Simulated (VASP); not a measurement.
Given:

```xyz
5
Lattice="6.2122 0.0000 0.0000 0.0000 6.2122 0.0000 0.0000 0.0000 6.2122" Properties=species:S:1:pos:R:3 pbc="T T T"
Cs     0.0000     0.0000     0.0000
Sn     3.1061     3.1061     3.1061
I      3.1061     0.0000     3.1061
I      0.0000     3.1061     3.1061
I      3.1061     3.1061     0.0000
```

All values below come from MS2 meta-GGA, VASP's PBE PAW potentials (set 64) (plane waves; VASP 6.6.1). Numerical set-up: 520 eV cut-off, 4×4×4 Γ-centred mesh, tetrahedra with Blöchl corrections, potentials Cs_sv Sn_d I.

Unless said otherwise, spin-orbit coupling is left out, though it shifts the bands of the heavy elements here.

Give the energies of bands 13 to 25 at the high-symmetry points, in eV from the valence-band maximum.

| band | Γ | X | M | R |
|---|---|---|---|---|
| 13 | -6.26 | -7.20 | -7.95 | -8.64 |
| 14 | -4.94 | -4.81 | -4.63 | -3.62 |
| 15 | -4.94 | -4.81 | -3.77 | -3.62 |
| 16 | -4.94 | -3.38 | -3.04 | -3.62 |
| 17 | -2.69 | -2.92 | -3.04 | -2.69 |
| 18 | -2.69 | -2.92 | -2.98 | -2.69 |
| 19 | -2.69 | -2.83 | -2.98 | -2.09 |
| 20 | -2.49 | -2.62 | -2.70 | -2.09 |
| 21 | -2.49 | -2.62 | -2.11 | -2.09 |
| 22 | -2.49 | -1.67 | -0.83 | 0.00 |
| 23 | 2.52 | 1.01 | 0.69 | 0.27 |
| 24 | 3.27 | 4.00 | 0.69 | 0.27 |
| 25 | 3.27 | 4.12 | 3.94 | 0.27 |

The gap is direct, 0.27 eV, from the valence maximum at R to the conduction minimum at R.

The compound is CsSnI3 in the cubic perovskite structure, the ideal cubic form; the compound distorts at low or room temperature. It was relaxed first.
